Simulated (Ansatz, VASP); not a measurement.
Two plane-wave programs on Hf5F3

File INCAR:

```
PREC     = Accurate       # precision mode
ENCUT    = 600            # plane-wave cutoff, eV
EDIFF    = 1E-6           # SCF threshold, eV
ISMEAR   = 0              # smearing method
SIGMA    = 0.1            # smearing width, eV
LREAL    = False          # projectors in reciprocal space
LASPH    = True           # aspherical terms in the spheres
NELM     = 100            # most SCF steps
ALGO     = Normal         # electronic algorithm
ISIF     = 3              # what is computed and relaxed
LWAVE    = False          # write WAVECAR
LCHARG   = False          # write CHGCAR
GGA      = PE             # functional
IBRION   = 2              # ionic algorithm
NSW      = 100            # ionic steps
EDIFFG   = -0.01          # ionic threshold
```

KPOINTS

```
Automatic mesh
0
Gamma
  8 8 8
```

POSCAR

```
Hf5F3
1.0
   -3.3101783700      3.3101783700      3.3101783700
    3.3101783700     -3.3101783700      3.3101783700
    3.3101783700      3.3101783700     -3.3101783700
Hf F
5 3
Direct
    0.0000000000      0.0000000000      0.0000000000
    0.0000000000      0.0000000000      0.5000000000
    0.0000000000      0.5000000000      0.0000000000
    0.5000000000      0.0000000000      0.0000000000
    0.5000000000      0.5000000000      0.5000000000
    0.0000000000      0.5000000000      0.5000000000
    0.5000000000      0.5000000000      0.0000000000
    0.5000000000      0.0000000000      0.5000000000
```

Input for Ansatz:

```yaml
crystal:
  lattice:
    - [-3.31017837, 3.31017837, 3.31017837]
    - [3.31017837, -3.31017837, 3.31017837]
    - [3.31017837, 3.31017837, -3.31017837]
  atoms:
    - { symbol: Hf, position: [0.0, 0.0, 0.0] }
    - { symbol: Hf, position: [0.0, 0.0, 0.5] }
    - { symbol: Hf, position: [0.0, 0.5, 0.0] }
    - { symbol: Hf, position: [0.5, 0.0, 0.0] }
    - { symbol: Hf, position: [0.5, 0.5, 0.5] }
    - { symbol: F, position: [0.0, 0.5, 0.5] }
    - { symbol: F, position: [0.5, 0.5, 0.0] }
    - { symbol: F, position: [0.5, 0.0, 0.5] }
basis:
  ecutwfc: 420
kpoints:
  mp_grid: { grid: [8, 8, 8] }
hamiltonian:
  xc: pbe
scf:
  occupations: { method: gaussian, width: 0.1 }
output:
  forces: true
  stress: true
  eigenvalues: true
relax:
  adjacent_minimum: "off"
  f_tol: 0.01
  max_steps: 80
  cell: { stress_tol: 0.05 }
```

Change from the starting cell: species swapped into the Fe5Co3 type (Im-3m, No. 229).

Alike in both runs: task relaxation of cell and atoms; functional PBE; k mesh 8 × 8 × 8; occupations gaussian, width 0.1 eV; no spin polarisation.

|  | VASP | Ansatz |
| --- | --- | --- |
| version | VASP 6.6.1 | Ansatz 0.2.0 |
| potentials or method | VASP PAW PBE potentials, release 64 (Hf_pv, F) | scalar-relativistic, plane waves, PAW |
| plane-wave cutoff (eV) | 600 | 420 |
| valence electrons in the cell | 71 | 151 |

Ansatz gave:

- gap on the k mesh at the Fermi level, each at its own relaxed structure (eV): none
- relaxed volume (Å³/atom): 18.14
- relaxed cell length with the largest relative difference (Å): 5.733

Problem. What did VASP give for the same quantities?

Solution. gap on the k mesh at the Fermi level, each at its own relaxed structure (eV): none; relaxed volume (Å³/atom): 18.00; relaxed cell length with the largest relative difference (Å): 5.719.

A gap of «none» marks a metal or a gap that the smearing closes. The two sets of potentials don't hold the same shells in valence.

Caveats: an odd number of electrons without spin polarisation forces a metal; a magnetic or distorted state may lie lower. The runs have no spin-orbit coupling, so splittings on Hf are missing.
